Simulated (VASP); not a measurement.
Consider the following.

```
CELL_PARAMETERS angstrom
      3.18217     0.00000     0.00000
     -1.59109     2.75584     0.00000
      0.00000     0.00000    12.97971
ATOMIC_POSITIONS crystal
  W  0.66667 0.33333 0.75000
  W  0.33333 0.66667 0.25000
  S  0.66667 0.33333 0.37800
  S  0.33333 0.66667 0.87800
  S  0.33333 0.66667 0.62200
  S  0.66667 0.33333 0.12200
```

Method: r2SCAN meta-GGA, VASP's PBE PAW potentials (set 64) (plane waves; VASP). Numerical set-up: PREC = Normal, EDIFF = 1E-5, 400 eV cut-off, 11×11×3 Γ-centred mesh, Gaussian smearing of 0.050 eV, potentials W_sv S.

The ions are relaxed. Give the cell that the relaxation ends in.

```
CELL_PARAMETERS angstrom
      3.18217     0.00000     0.00000
     -1.59109     2.75584     0.00000
      0.00000     0.00000    12.97971
ATOMIC_POSITIONS crystal
  W  0.66667 0.33333 0.75000
  W  0.33333 0.66667 0.25000
  S  0.66667 0.33333 0.37019
  S  0.33333 0.66667 0.87019
  S  0.33333 0.66667 0.62981
  S  0.66667 0.33333 0.12981
```
Space group P6_3/mmc (194), at a tolerance of 0.03 Å.

How much energy does the relaxation gain?

The energy (σ→0) changes by -66.2 meV/atom, in 3 ionic steps.

```
step  E(σ→0) (eV)  max force (eV/Å)  pressure (GPa)  volume (Å³)
----  -----------  ----------------  --------------  -----------
1       -139.7699             1.872           -9.02       113.83
2       -140.1618             0.228           -1.02       113.83
3       -140.1669             0.002            0.09       113.83
```

The compound is WS2 in the 2H layered structure. This run relaxes the ions in a fixed cell. Symmetry was kept, so distortions that lower it aren't found.
